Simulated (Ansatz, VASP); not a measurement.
**Ru (Ruthenium): VASP beside Ansatz**

Wanted: the spread between two codes on one cell, functional and k mesh. The cell is taken from a series of runs on this material, whose earlier steps may have relaxed, scaled, displaced or heated it; both programs get it as it stands.

Main program and level: Ansatz 0.2.0; plane waves, with VASP 6.6.1 beside it; zone-centre phonons at LDA.

### Step 1. The structure

It takes space group P6_3/mmc (No. 194, hexagonal). Conventional cell: a = 2.675 Å, b = 2.675 Å, c = 4.224 Å, α = 90.00°, β = 90.00°, γ = 120.00°. Nearest to Ru lie 12 Ru at 2.62 to 2.67 Å.

### Step 2. VASP: zone-centre phonons, LDA

Second derivatives magnify differences that forces hide, and they need a tight electronic threshold.

Lines of VASP's logs that name or quote its potential files are left out, and so is its time.

Contents of INCAR:

```
SYSTEM = Ru
PREC = Accurate
ENCUT = 500
EDIFF = 1E-08
NELM = 120
ISMEAR = 1
SIGMA = 0.2
LREAL = .FALSE.
ALGO = Normal
GGA = CA
NBANDS = 20
LASPH = .TRUE.
LORBIT = 11
LWAVE = .FALSE.
LCHARG = .FALSE.
ISIF = 2
IBRION = 8
GGA_COMPAT = .FALSE.
KPAR = 2
```

Contents of POSCAR:

```
Ru
1.0
    2.6747133719      0.0000000000      0.0000000000
   -1.3373566859      2.3163697279      0.0000000000
    0.0000000000      0.0000000000      4.2236032171
Ru
2
Direct
    0.3333333333      0.6666666667      0.2500000000
    0.6666666667      0.3333333333      0.7500000000
```

Contents of KPOINTS:

```
Automatic mesh
0
Gamma
18 18 12
0 0 0
```

The projector-augmented-wave data sets are Ru_pv (LDA family, release 64).

Started as:

```sh
$ mpirun -np 2 vasp_std
```

Numbers of over 12 decimals in the logs are rounded to 6 here.

Output:

```text
[banner, memory and clock lines left out]
running    2 mpi-ranks, on    1 nodes
 distrk:  each k-point on    1 cores,    2 groups
 distr:  one band on    1 cores,    1 groups

 POSCAR found type information on POSCAR Ru
 POSCAR found :  1 types and       2 ions
 LDA part: xc-table for (Slater(with rela. corr.)+CA(PZ))
 , standard interpolation
 POSCAR, INCAR and KPOINTS ok, starting setup
 FFT: planning ... GRIDC
 FFT: planning ... GRID_SOFT
 FFT: planning ... GRID
 WAVECAR not read
 entering main loop
       N       E                     dE             d eps       ncg     rms          rms(c)
DAV:   1     0.279654455886E+03    0.27965E+03   -0.17322E+04 10400   0.152E+03
DAV:   2    -0.168345603202E+02   -0.29649E+03   -0.28816E+03 10676   0.456E+02
DAV:   3    -0.227929552792E+02   -0.59584E+01   -0.59106E+01 11856   0.722E+01
DAV:   4    -0.228407711935E+02   -0.47816E-01   -0.47751E-01 13152   0.610E+00
DAV:   5    -0.228415171403E+02   -0.74595E-03   -0.74291E-03 11676   0.652E-01    0.201E+01
DAV:   6    -0.214899680074E+02    0.13515E+01   -0.31364E+00 11868   0.176E+01    0.559E+00
DAV:   7    -0.214021293767E+02    0.87839E-01   -0.53273E-01 11812   0.524E+00    0.116E+00
DAV:   8    -0.213917068335E+02    0.10423E-01   -0.25041E-02 11608   0.141E+00    0.353E-01
DAV:   9    -0.213910288919E+02    0.67794E-03   -0.11211E-03 11752   0.370E-01    0.319E-02
DAV:  10    -0.213910459645E+02   -0.17073E-04   -0.11272E-04 11708   0.109E-01    0.244E-02
DAV:  11    -0.213910437052E+02    0.22593E-05   -0.17094E-05 11616   0.404E-02    0.123E-03
DAV:  12    -0.213910436612E+02    0.43932E-07   -0.30579E-07 11908   0.505E-03    0.130E-03
DAV:  13    -0.213910436677E+02   -0.65088E-08   -0.52939E-09  7468   0.718E-04
   1 F= -.21391044E+02 E0= -.21391231E+02  d E =0.562196E-03
 Linear response reoptimize wavefunctions to high precision
DAV:   1    -0.213910436697E+02   -0.19249E-08   -0.34531E-10  7076   0.191E-04
DAV:   2    -0.213910436697E+02    0.40927E-11   -0.23280E-11  6772   0.492E-05
 Linear response DOF=           2
 Linear response progress:
  Degree of freedom:   1/  2
       N       E                     dE             d eps       ncg     rms          rms(c)
RMM:   1    -0.504114814786E+00   -0.50411E+00    0.33307E+00 46342   0.594E+01
RMM:   2    -0.605969107144E+00   -0.10185E+00   -0.11678E-01 63500   0.288E+00    0.143E-01
RMM:   3    -0.604758076335E+00    0.12110E-02   -0.34204E-03 72611   0.495E-01    0.643E-02
RMM:   4    -0.603573932162E+00    0.11841E-02   -0.47334E-04 72709   0.169E-01    0.239E-02
RMM:   5    -0.603404792469E+00    0.16914E-03   -0.50625E-05 88362   0.429E-02    0.989E-03
RMM:   6    -0.603322650209E+00    0.82142E-04   -0.43544E-05 77348   0.124E-02    0.508E-03
RMM:   7    -0.603319219658E+00    0.34306E-05   -0.38666E-05 77732   0.683E-03    0.727E-04
RMM:   8    -0.603338258991E+00   -0.19039E-04   -0.24229E-05 93953   0.231E-03    0.333E-04
RMM:   9    -0.603345841417E+00   -0.75824E-05   -0.13995E-05 85429   0.100E-03    0.647E-05
RMM:  10    -0.603346296464E+00   -0.45505E-06   -0.87139E-06 99528   0.547E-04    0.192E-05
RMM:  11    -0.603346653735E+00   -0.35727E-06   -0.48150E-06 85688   0.342E-04    0.781E-06
RMM:  12    -0.603346619555E+00    0.34180E-07   -0.27020E-06 95686   0.246E-04    0.377E-06
RMM:  13    -0.603346595455E+00    0.24100E-07   -0.16783E-06 98747   0.196E-04    0.130E-06
RMM:  14    -0.603346624014E+00   -0.28560E-07   -0.11131E-06 91643   0.171E-04    0.641E-07
RMM:  15    -0.603346639589E+00   -0.15574E-07   -0.71213E-07 93978   0.156E-04    0.187E-07
RMM:  16    -0.603346648407E+00   -0.88181E-08   -0.54846E-07 76538   0.147E-04    0.174E-07
RMM:  17    -0.603346652722E+00   -0.43155E-08   -0.39315E-07 78662   0.142E-04    0.535E-08
 first order change of Fermi-energy  -0.11202E-05
 force on displaced ion       1 direction 1 :  -8.348   0.001   0.000
 Linear response progress:
  Degree of freedom:   2/  2
       N       E                     dE             d eps       ncg     rms          rms(c)
RMM:   1    -0.620470451781E+00   -0.62047E+00    0.38576E+00 15971   0.601E+01
RMM:   2    -0.734936177413E+00   -0.11447E+00   -0.13292E-01 22039   0.302E+00    0.143E-01
RMM:   3    -0.734846683789E+00    0.89494E-04   -0.24280E-03 25144   0.467E-01    0.721E-02
RMM:   4    -0.734204010049E+00    0.64267E-03   -0.46918E-04 24698   0.163E-01    0.211E-02
RMM:   5    -0.734071064171E+00    0.13295E-03   -0.11776E-05 29457   0.509E-02    0.133E-02
RMM:   6    -0.733997722165E+00    0.73342E-04   -0.36160E-05 26728   0.158E-02    0.858E-03
RMM:   7    -0.733971716813E+00    0.26005E-04   -0.41791E-05 25693   0.952E-03    0.280E-03
RMM:   8    -0.733964631511E+00    0.70853E-05   -0.23871E-05 27446   0.400E-03    0.667E-04
RMM:   9    -0.733971446648E+00   -0.68151E-05   -0.16341E-05 27964   0.191E-03    0.106E-04
RMM:  10    -0.733971905950E+00   -0.45930E-06   -0.78292E-06 30357   0.887E-04    0.526E-05
RMM:  11    -0.733972650196E+00   -0.74425E-06   -0.56776E-06 30473   0.410E-04    0.118E-05
RMM:  12    -0.733972715418E+00   -0.65222E-07   -0.50635E-06 30017   0.283E-04    0.569E-06
RMM:  13    -0.733972713265E+00    0.21531E-08   -0.37825E-06 31492   0.219E-04    0.137E-06
RMM:  14    -0.733972617979E+00    0.95286E-07   -0.24702E-06 33190   0.182E-04    0.900E-07
[...]
RMM:  18    -0.733972520929E+00    0.11476E-07   -0.71429E-07 25750   0.141E-04    0.307E-07
RMM:  19    -0.733972503358E+00    0.17571E-07   -0.51688E-07 21342   0.138E-04    0.516E-07
RMM:  20    -0.733972491468E+00    0.11890E-07   -0.38963E-07 20941   0.136E-04    0.640E-07
RMM:  21    -0.733972486312E+00    0.51560E-08   -0.30337E-07 20752   0.135E-04    0.600E-07
RMM:  22    -0.733972482423E+00    0.38892E-08   -0.22906E-07 22505   0.134E-04    0.507E-07
RMM:  23    -0.733972478612E+00    0.38112E-08   -0.18432E-07 20574   0.134E-04    0.531E-07
RMM:  24    -0.733972477292E+00    0.13198E-08   -0.15525E-07 22210   0.133E-04    0.460E-07
RMM:  25    -0.733972474847E+00    0.24451E-08   -0.13281E-07 20033   0.133E-04    0.486E-07
 first order change of Fermi-energy   0.98410E-04
 force on displaced ion       1 direction 3 :  -0.000   0.000 -14.619
 Linear response finished
```

OUTCAR, selected parts (step 2):

```text
ion  position               nearest neighbor table
   1  0.333  0.667  0.250-   2 2.62   2 2.62   2 2.62   2 2.62   2 2.62   2 2.62
   2  0.667  0.333  0.750-   1 2.62   1 2.62   1 2.62   1 2.62   1 2.62   1 2.62

  LATTYP: Found a hexagonal cell.
 ALAT       =     2.6747133719
 C/A-ratio  =     1.5790862907

 Subroutine GETGRP returns: Found 24 space group operations
 (whereof 12 operations were pure point group operations)

The static configuration has the point symmetry D_3d.
 The point group associated with its full space group is D_6h.

 Found    259 irreducible k-points:

   k-points           NKPTS =    259   k-points in BZ     NKDIM =    259   number of bands    NBANDS=     20

   dimension x,y,z NGX =    20 NGY =   20 NGZ =   32
   dimension x,y,z NGXF=    40 NGYF=   40 NGZF=   64

   ENCUT  =  500.0 eV  36.75 Ry    6.06 a.u.   4.88  4.88  7.70*2*pi/ulx,y,z

   NELECT =      28.0000    total number of electrons

 k-points in reciprocal lattice and weights: Automatic mesh
   0.00000000  0.00000000  0.00000000       0.000
   0.05555556  0.00000000  0.00000000       0.002
   0.11111111  0.00000000  0.00000000       0.002
   0.16666667  0.00000000  0.00000000       0.002
   0.22222222  0.00000000  0.00000000       0.002
   0.27777778 -0.00000000  0.00000000       0.002
   0.33333333  0.00000000  0.00000000       0.002
   0.38888889  0.00000000  0.00000000       0.002
   0.44444444  0.00000000  0.00000000       0.002
[...]
0.33333333  0.27777778  0.50000000       0.003
   0.33333333  0.33333333  0.50000000       0.001

 average (electrostatic) potential at core
       1 -66.8110       2 -66.8110

  Total        0.1633344      0.1633344      0.1794980      0.0000000     -0.0000000      0.0000000
  in kB       10.0004592     10.0004592     10.9901077      0.0000000     -0.0000000      0.0000000
  external PRESSURE =      10.3303420 kB  Pullay stress =       0.0000000 kB

  energy-cutoff  :      500.00
  volume of cell :       26.17
      direct lattice vectors                 reciprocal lattice vectors
     2.674713372  0.000000000  0.000000000     0.373871836  0.215855005  0.000000000
    -1.337356686  2.316369728  0.000000000     0.000000000  0.431710011  0.000000000
     0.000000000  0.000000000  4.223603217     0.000000000  0.000000000  0.236764665

 POSITION                                       TOTAL-FORCE (eV/Angst)
 -----------------------------------------------------------------------------------
     -0.00000      1.54425      1.05590         0.000000     -0.000000      0.000000
      1.33736      0.77212      3.16770        -0.000000      0.000000      0.000000
 -----------------------------------------------------------------------------------
    total drift:                                0.000000     -0.000000      0.000000

 Eigenvectors and eigenvalues of the dynamical matrix
 ----------------------------------------------------

   1 f  =    8.408468 THz    52.831960 2PiTHz  280.476289 cm-1    34.774612 meV
             X         Y         Z           dx          dy          dz
     -0.000000  1.544246  1.055901    -0.000000    0.000000    0.707107
      1.337357  0.772123  3.167702     0.000000    0.000000   -0.707107

   2 f  =    6.354076 THz    39.923836 2PiTHz  211.949154 cm-1    26.278334 meV
             X         Y         Z           dx          dy          dz
     -0.000000  1.544246  1.055901     0.535055    0.462295   -0.000000
      1.337357  0.772123  3.167702    -0.535055   -0.462295   -0.000000

   3 f  =    6.354076 THz    39.923836 2PiTHz  211.949154 cm-1    26.278334 meV
             X         Y         Z           dx          dy          dz
     -0.000000  1.544246  1.055901     0.462295   -0.535055    0.000000
      1.337357  0.772123  3.167702    -0.462295    0.535055    0.000000

   4 f/i=    0.000000 THz     0.000000 2PiTHz    0.000001 cm-1     0.000000 meV
             X         Y         Z           dx          dy          dz
     -0.000000  1.544246  1.055901    -0.047887   -0.468182   -0.527743
      1.337357  0.772123  3.167702    -0.047887   -0.468182   -0.527743

   5 f/i=    0.000000 THz     0.000000 2PiTHz    0.000002 cm-1     0.000000 meV
             X         Y         Z           dx          dy          dz
     -0.000000  1.544246  1.055901     0.705252   -0.018235   -0.047818
      1.337357  0.772123  3.167702     0.705252   -0.018235   -0.047818

   6 f/i=    0.000000 THz     0.000000 2PiTHz    0.000002 cm-1     0.000000 meV
             X         Y         Z           dx          dy          dz
     -0.000000  1.544246  1.055901     0.018051   -0.529597    0.468189
      1.337357  0.772123  3.167702     0.018051   -0.529597    0.468189

 ELASTIC MODULI CONTR FROM IONIC RELAXATION (kBar)
 Direction    XX          YY          ZZ          XY          YZ          ZX
 --------------------------------------------------------------------------------
 XX         -72.3746     72.3746     -0.0000     -0.0000      0.0000      0.0000
 YY          72.3746    -72.3746      0.0000     -0.0000      0.0000      0.0000
 ZZ          -0.0000      0.0000     -0.0000     -0.0000      0.0000      0.0000
 XY          -0.0000     -0.0000     -0.0000    -72.3746      0.0000      0.0000
 YZ           0.0000      0.0000      0.0000      0.0000      0.0000      0.0000
 ZX           0.0000      0.0000      0.0000      0.0000      0.0000      0.0000
 --------------------------------------------------------------------------------
```

### Step 3. Ansatz: zone-centre phonons, LDA

Ansatz runs on its default PAW (the set named soft_2) files.

The same cell, functional (in two slightly different forms), mesh and smearing now go to Ansatz, which takes its cutoff from its data sets.

Contents of input.yaml:

```yaml
crystal:
  lattice:
    - [2.6747133719, 0.0, 0.0]
    - [-1.3373566859, 2.3163697279, 0.0]
    - [0.0, 0.0, 4.2236032171]
  atoms:
    - { symbol: Ru, position: [0.3333333333, 0.6666666667, 0.25] }
    - { symbol: Ru, position: [0.6666666667, 0.3333333333, 0.75] }
kpoints:
  mp_grid: { grid: [18, 18, 12] }
hamiltonian:
  xc: lda
scf:
  occupations: { method: methfessel_paxton, width: 0.2 }
output:
  eigenvalues: true
phonons:
  method: dfpt
```

Started as:

```sh
$ ansatz run input.yaml --threads 4 --pin off --max-ram 16384MiB --backend cpu --events-out ev --progress --plain --runs-dir out
```

Output:

```text
zone centre: on kpoints.mp_grid the ground state, and the responses unless they are solved on pairs of k-points, stand on 637 of the mesh's 3888 k-points, reduced under 4 symmetry operations, with k and −k counted as one. Each operation leaves every solved displacement unchanged or reverses it
Engine: ansatz 0.2.0, aarch64-unknown-linux-gnu
Pseudopotentials: kind: paw
Pseudopotential: Ru, paw, valence charge 16, recommended cutoff 420 eV (normal), Ru.paw.azcp
Functional definition: SPW92
  exchange = slater_x
  correlation = pw_c
Crystal: 2 atoms, lattice volume = 26.168 Å³
Basis set: ecut = 420 eV, 537 PW (Γ), exchange–correlation on 36×36×60 points (8 copies of the dense FFT grid, shifted against one another)
Bands: 20, of which v1, the nominal top of the filled ones, is band 16 counted from 1 (15 counted from 0)
Symmetry: 24 space group operations
k-points: 637 of 3888 (irreducible under 4 space group operations, time reversal used)
Non-local potential: Ru, projectors of the file, l = 0: 3, l = 1: 2, l = 2: 2, l = 3: 1
PAW form: soft (Blöchl's): semilocal exchange-correlation on the pseudo side does not see the compensation charge
PAW frozen core: Ru, regenerated for the run's functional, and the local potential with it (the file was generated under x = pbe(κ = 0.804, μ = 0.219515), c = pbe(β = 0.066725))
PAW one-centre angular grid: Ru, 590 points (default); XC on 64 Gauss nodes
Initial density: superposition of atomic densities (neutral atoms: chi_scale 0, normalization atom), corrected by the library's trained network
Initial wavefunctions: pseudopotential atomic-orbital guess
Functional: x = slater, c = lda
SCF iter   1: F=—  HF=-11516.593260 eV  |F-HF|=—  |Δ(HF+E_count)|=         —  Δρ=1.03e-2  dr2=1.20e-2  ethr=1.77e-3  ⟨swp⟩=5.0  Hψ=114768  notcnv=0  defer=83
automatic band count: the SCF goes on with 24 bands, as 20 were too few: they end inside the smearing window of the response
preconditioner: auto → none  [metal: Δε(μ)=0.008 eV  Ē_g=11.917 eV  σ=0.200 eV  W_gap=0.03  n_scr=8 (ndim 8)  ℏωp=29.0 eV  f_vac=0.000  D(μ)=1.50/eV (n_scr^D=22)  sad-step TF]
SCF iter   2: F=—  HF=-11516.591610 eV  |F-HF|=—  |Δ(HF+E_count)|=   1.65e-3  S|Δr|=    0.00e0  Δρ=5.52e-3  dr2=3.22e-3  ethr=3.76e-5  ⟨swp⟩=2.3  Hψ=23234  notcnv=0  defer=84
SCF iter   3: F=—  HF=-11516.591173 eV  |F-HF|=—  |Δ(HF+E_count)|=   4.37e-4  S|Δr|=    0.00e0  Δρ=3.46e-4  dr2=1.37e-5  ethr=1.01e-5  ⟨swp⟩=2.0  Hψ=18252  notcnv=0  defer=84
SCF iter   4: F=—  HF=-11516.591174 eV  |F-HF|=—  |Δ(HF+E_count)|=   1.34e-6  S|Δr|=    0.00e0  Δρ=7.45e-5  dr2=6.04e-7  ethr=4.29e-8  ⟨swp⟩=2.0  Hψ=23842  notcnv=0  defer=84
SCF iter   5: F=—  HF=-11516.591174 eV  |F-HF|=—  |Δ(HF+E_count)|=   5.49e-8  S|Δr|=    0.00e0  Δρ=1.84e-5  dr2=4.09e-8  ethr=1.89e-9  ⟨swp⟩=2.5  Hψ=23221  notcnv=0  defer=84
SCF iter   6: F=—  HF=-11516.591174 eV  |F-HF|=—  |Δ(HF+E_count)|=   1.66e-8  S|Δr|=    0.00e0  Δρ=4.02e-6  dr2=1.40e-9  ethr=1.28e-10  ⟨swp⟩=2.6  Hψ=24540  notcnv=0  defer=84
SCF iter   7: F=—  HF=-11516.591174 eV  |F-HF|=—  |Δ(HF+E_count)|=  1.62e-10  S|Δr|=    0.00e0  Δρ=7.40e-7  dr2=2.70e-11  ethr=4.38e-12  ⟨swp⟩=2.4  Hψ=23643  notcnv=0  defer=84
SCF iter   8: F=-11516.591174 eV  HF=-11516.591174 eV  |F-HF|=0.00e0  |Δ(HF+E_count)|=    0.00e0  S|Δr|=    0.00e0  Δρ=3.86e-8  dr2=1.09e-13  ethr=1.00e-12  ⟨swp⟩=8.3  Hψ=69362  notcnv=0
SCF 1 converged in 8 iterations: F = -11516.591174 eV  dr2 = 1.09e-13
  greatest PAW one-centre occupation: 0.999 electrons in one spin orbital (limit 2), on the Ru atom at site 1 (counted from 0), in its partial waves of l = 0
DFPT response loops at Γ: preconditioner auto → Kerker (q_TF=auto, 2.821 Å⁻¹) (partly filled bands, converged f_vac=0.000); β = 1.00, the filter's whole step (`scf.mixing.beta` (0.50) is not read by the response loops under this deck's `scf.mixing.preconditioner`; to damp them name `kerker` or `kerker_dos`, under which they read `scf.mixing.beta`, and type it under 1.00, their step now; both keys bind the ground state too); Broyden in place of MSR1
SCF converged after 8 iterations
Stability not checked: this state was not tested for a lower state beside it, because cold or Methfessel-Paxton smearing, or corrected tetrahedra, fill the levels in a way that the test cannot read (fill_not_monotonic; see scf.lower_state_search)
Free energy (F): -11516.591174 eV
Harris-Foulkes:  -11516.591174 eV  (|F-HF|=0.00e0)
Internal energy: -11516.591761 eV  (E = F + TS)
E sigma→0 (E₀):  -11516.591321 eV
Entropy (-TS):   0.000587 eV (0.293 meV/atom)
Fermi energy:    24.301283 eV
Step filling:    the computed levels leave a gap of 0.0000 eV = 0.0 smearing widths at the electron count; against every level under it full and every level over it empty, smearing changes F+E_penalty+E_count by +0.437 meV and its σ→0 estimate by +0.291 meV
--- Per-component energies (eV) ---
  E_band       = -83.465192
  E_kinetic    = 1031.601977
  E_local      = -2448.276768  (includes V_loc(G=0)·N_el)
  E_nonlocal   = 696.729762
  E_hartree    = 782.710701
  E_xc         = -380.366094
  E_vxc        = -479.500529  (∫ρ·V_xc dr)
  E_paw        = -6682.661743  (= ΣΔE_a)
  E_vpaw       = -449.440547  (= ΣTr[D̂ρ^β])
  E_aug_tail   = -0.000500  (compensation charges beyond the density's cutoff)
  E_ewald      = -4517.472466
  E_core_change = 1.143370  (= ΣΔE_core)
  E_smearing   = 0.000587  (= −TS)
  E_closure    = -0.000000  (closes the sum)
  Σ components = -11516.591174   (vs F -11516.591174, Δ=0.00e0)
--- Band table (eV; the first three rows and the last of 637) ---
  k-point 0: bands = [... 12 lower, 21.7432, 22.2654, 22.2654, 22.8047, 22.8047, 25.5587, 25.5587, 25.6455, ... 4 higher]
  k-point 1: bands = [... 12 lower, 21.7012, 22.2146, 22.2146, 22.9249, 22.9249, 25.3703, 25.5662, 25.5662, ... 4 higher]
  k-point 2: bands = [... 12 lower, 21.5849, 22.0771, 22.0771, 23.2275, 23.2275, 24.6607, 25.5717, 25.5717, ... 4 higher]
  k-point 636: bands = [... 12 lower, 21.5232, 21.5232, 22.8723, 22.8723, 26.0558, 26.0558, 29.5768, 29.5768, ... 4 higher]
--- Phonons (Γ-DFPT): 2 representative perturbations + reference, on 637 of 3888 k-points (Σ response iterations 7) ---
  k mesh reduced under 4 symmetry operations, with k and −k counted as one. Each operation leaves every solved displacement unchanged or reverses it
  ASR residual: 5.109e-5 → 0.000e0 eV/Å²; symmetrization residual: 9.394e-10 eV/Å²
  ASR residual per site (eV/Å²): 5.11e-5 5.11e-5
  Γ frequencies (cm⁻¹): 0.00 0.00 0.00 211.50 211.50 277.51
  non-analytic LO–TO correction: not included (Born effective charges unavailable; polar crystals: no LO–TO splitting at Γ)
```

### Step 4. Differences

Known differences besides the potentials themselves: the two LDA forms differ slightly; the data sets hold 32 valence electrons in Ansatz (on its default PAW (the set named soft_2) files) and 28 in VASP; the cutoff is 420 eV in Ansatz and 500 eV in VASP; VASP's log shows a relativistic correction to its local exchange, Ansatz's none. Total energies have different zeros and are not compared.

Both answers:

```
                  quantity  Ansatz   VASP  difference
optical mode 1 to 2 (cm⁻¹)   211.5  211.9     -0.21 %
     optical mode 3 (cm⁻¹)   277.5  280.5     -1.06 %
```

Modes are paired by rising frequency, not by their patterns, so a pair may set unlike modes beside each other; they are those without the splitting of longitudinal modes.

### Step 5. What came out

```yaml
r_m_s_difference_of_the_optical_zone_centre_modes_each_program_s_sorted_by_frequency_zone_centre_phonons_lda: 1.8 cm⁻¹
difference_in_optical_mode_3_zone_centre_phonons_lda: -1.1 %
```

What this shows: The r.m.s. difference of the optical zone-centre modes, each program's sorted by frequency is 1.8 cm⁻¹ (zone-centre phonons, LDA). The data sets hold unlike numbers of valence electrons (32 in Ansatz and 28 in VASP), so part of the differences comes from the potentials. Among the rows given in per cent, the largest difference of the zone-centre phonons, LDA pair is in optical mode 3, -1.1 %. How closely two codes agree says nothing of how well the functional describes the real material.

[Lines on the potential files, build, host, timing and source positions are cut from VASP's logs without a mark.]

[Logs are printed without paths, hosts, clocks, repeated set-up lines and the standing remarks that a program may print on its own settings, such as how far it seeks lower states.]

[Hosts, paths, dates, database ids (printed as entryN), source tags and the programs' standing remarks are cut or masked in the printed files.]
